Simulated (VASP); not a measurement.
Runs of VASP 6.6.1 on ZrF2. The cell holds a sheet with vacuum, 3 atoms: a = 2.989 Å, b = 2.989 Å, c = 29.713 Å, α = 90.00°, β = 90.00°, γ = 120.00°. The cell was built by a generator and needn't be a form met in nature.

| task | level | cell | smearing | atoms held fixed (from 0) | gap on the mesh (eV) | largest force (eV/Å) | work function (eV) |
| --- | --- | --- | --- | --- | --- | --- | --- |
| relaxation of the atoms | PBE | atoms relaxed | gaussian 0.05 eV | [0] | none | - | - |
| single point | PBE | as given | fermi-dirac 0.05 eV | - | none | 0.01 | (a) |
| work function | PBE | as given | gaussian 0.05 eV | - | none | 0.01 | 4.94 |
| relaxation of the atoms | PBE+D3(BJ) | atoms relaxed | gaussian 0.05 eV | [0] | none | - | - |

Alike in all rows: potentials or basis VASP PAW PBE potentials, release 64 (Zr_sv, F); no spin polarisation; k mesh 10 × 10 × 1; cutoff (eV) 520.

Estimate the missing entries.

(a) 4.96.

Caveats: the relaxation stopped at its first step, so nothing moved (some runs).

A k mesh can miss the band edges, and the runs leave out spin-orbit coupling on Zr.

A gap of «none» marks a metal or a gap under the smearing width.
